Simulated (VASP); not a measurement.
Output of a VASP run:

**OSZICAR**
```
       N       E                     dE             d eps       ncg     rms          rms(c)
DAV:   1     0.423013820571E+02    0.42301E+02   -0.88730E+03  1976   0.123E+03
DAV:   2    -0.701697970691E+01   -0.49318E+02   -0.48250E+02  2091   0.259E+02
DAV:   3    -0.904982081348E+01   -0.20328E+01   -0.19133E+01  2664   0.304E+01
DAV:   4    -0.909872012243E+01   -0.48899E-01   -0.47563E-01  2299   0.457E+00
DAV:   5    -0.909993921262E+01   -0.12191E-02   -0.12181E-02  2766   0.605E-01    0.233E+01
DAV:   6    -0.910082957441E+01   -0.89036E-03   -0.22302E-02  2402   0.126E+00    0.140E+01
DAV:   7    -0.910919037859E+01   -0.83608E-02   -0.40738E-02  2387   0.172E+00    0.218E-01
DAV:   8    -0.910887958257E+01    0.31080E-03   -0.22072E-03  2331   0.381E-01    0.599E-02
DAV:   9    -0.910888787777E+01   -0.82952E-05   -0.21405E-04  2461   0.116E-01    0.329E-02
DAV:  10    -0.910888138994E+01    0.64878E-05   -0.35935E-05  2326   0.440E-02    0.438E-02
DAV:  11    -0.910888239229E+01   -0.10024E-05   -0.54770E-06  2281   0.175E-02    0.107E-03
DAV:  12    -0.910888264779E+01   -0.25550E-06   -0.39773E-07  2471   0.520E-03    0.390E-03
DAV:  13    -0.910888251642E+01    0.13137E-06   -0.38737E-08  1373   0.155E-03    0.767E-04
DAV:  14    -0.910888249933E+01    0.17094E-07   -0.86417E-09  1298   0.849E-04
   1 F= -.95462072E+01 E0= -.95460639E+01  d E =-.954621E+01
       N       E                     dE             d eps       ncg     rms          rms(c)
DAV:   1    -0.910977298994E+01   -0.89047E-03   -0.32680E-02  1991   0.133E+00    0.115E-01
DAV:   2    -0.910935359647E+01    0.41939E-03   -0.55209E-04  2346   0.201E-01    0.699E-02
DAV:   3    -0.910917233484E+01    0.18126E-03   -0.22562E-04  2440   0.117E-01    0.383E-02
DAV:   4    -0.910917216949E+01    0.16535E-06   -0.36547E-05  2518   0.450E-02    0.179E-02
DAV:   5    -0.910917214844E+01    0.21053E-07   -0.87265E-07  2533   0.725E-03
   2 F= -.95464888E+01 E0= -.95463502E+01  d E =-.281543E-03
       N       E                     dE             d eps       ncg     rms          rms(c)
DAV:   1    -0.911037680828E+01   -0.12046E-02   -0.61840E-02  1986   0.183E+00    0.158E-01
DAV:   2    -0.910957339640E+01    0.80341E-03   -0.10507E-03  2306   0.276E-01    0.966E-02
DAV:   3    -0.910923065031E+01    0.34275E-03   -0.42598E-04  2460   0.160E-01    0.542E-02
DAV:   4    -0.910923009535E+01    0.55496E-06   -0.68671E-05  2518   0.617E-02    0.249E-02
DAV:   5    -0.910923008951E+01    0.58433E-08   -0.16626E-06  2585   0.100E-02    0.302E-03
DAV:   6    -0.910923000965E+01    0.79862E-07   -0.20610E-07  2118   0.334E-03
   3 F= -.95465352E+01 E0= -.95463681E+01  d E =-.327954E-03
       N       E                     dE             d eps       ncg     rms          rms(c)
DAV:   1    -0.910941283130E+01   -0.18274E-03   -0.85475E-03  1986   0.682E-01    0.590E-02
DAV:   2    -0.910930128671E+01    0.11154E-03   -0.14465E-04  2311   0.103E-01    0.360E-02
DAV:   3    -0.910925418229E+01    0.47104E-04   -0.58672E-05  2450   0.600E-02    0.202E-02
DAV:   4    -0.910925419406E+01   -0.11767E-07   -0.98008E-06  2526   0.233E-02    0.936E-03
DAV:   5    -0.910925427403E+01   -0.79976E-07   -0.21710E-07  1746   0.372E-03
   4 F= -.95465628E+01 E0= -.95464107E+01  d E =-.355542E-03
```

File OUTCAR:
```
------------------------ aborting loop because EDIFF is reached ----------------------------------------
  Edisp (eV):   -0.43731
  FORCE on cell =-STRESS in cart. coord.  units (eV):
  Direction    XX          YY          ZZ          XY          YZ          ZX
  --------------------------------------------------------------------------------------
  Total      -0.48785    -0.48785    -0.49012     0.00000    -0.00000     0.00000
  in kB     -12.02819   -12.02819   -12.08434     0.00000    -0.00000     0.00000
  external pressure =      -12.05 kB  Pullay stress =        0.00 kB
  volume of cell :       64.98
      direct lattice vectors                 reciprocal lattice vectors
     1.814870184 -3.143446932  0.000000000     0.275501799 -0.159061060 -0.000000000
     1.814870184  3.143446932 -0.000000000     0.275501799  0.159061060  0.000000000
     0.000000000 -0.000000000  5.695239055     0.000000000  0.000000000  0.175585255
 POSITION                                       TOTAL-FORCE (eV/Angst)
 -----------------------------------------------------------------------------------
      1.81487      1.04782      1.42381        -0.000000     -0.000000      0.000000
      1.81487     -1.04782      4.27143         0.000000      0.000000      0.000000
 -----------------------------------------------------------------------------------
    total drift:                               -0.000004      0.000110     -0.000011
  FREE ENERGIE OF THE ION-ELECTRON SYSTEM (eV)
  ---------------------------------------------------
  free  energy   TOTEN  =        -9.5465627785 eV

  energy  without entropy=       -9.5461064853  energy(sigma->0) =       -9.54641068

 reached required accuracy - stopping structural energy minimisation
```
(Selected blocks of OUTCAR.)

POSCAR:
```
Tb
1
    1.8190839807    -3.1507454188     0.0000000000
    1.8190839807     3.1507454188     0.0000000000
    0.0000000000     0.0000000000     5.6688843094
Tb
2
Direct
  0.3333330000   0.6666670000   0.2500000000
  0.6666670000   0.3333330000   0.7500000000
```

Write an INCAR and KPOINTS that could have produced this output.

Several could match; the one computed here: the input of the run itself, PBE GGA with D4 dispersion, plane waves, VASP's PBE PAW potentials (set 64).

INCAR:
```
SIGMA=0.1   ! width (eV)
NELM=100
NSW=30   ! most ionic steps
ENCUT=520   ! plane-wave cut-off (eV)
EDIFFG=-0.01   ! ionic stop
LCHARG=.FALSE.
IVDW=13
LWAVE=.FALSE.
LREAL=.FALSE.   ! projection in real space or not
LMAXMIX=6
IBRION=2   ! conjugate gradients
LASPH=.TRUE.
ISIF=4
SYSTEM=Tb
EDIFF=1E-7
GGA=PE
ISMEAR=1   ! Methfessel-Paxton
PREC=Accurate
ALGO=Normal
```

File KPOINTS:
```
Automatic
0
Gamma
 12 12 7
```

POTCAR, in this order: Tb_3 (PBE.64 set). Program: vasp_std.

The 4f electrons are frozen in the core of the lanthanide potential, so 4f levels, which can set the real gap, and their magnetism are missing.

The compound is Tb in the hcp structure. This cell is one point of a volume scan, at 1.03 of the reference volume. Symmetry was kept, so distortions that lower it aren't found.
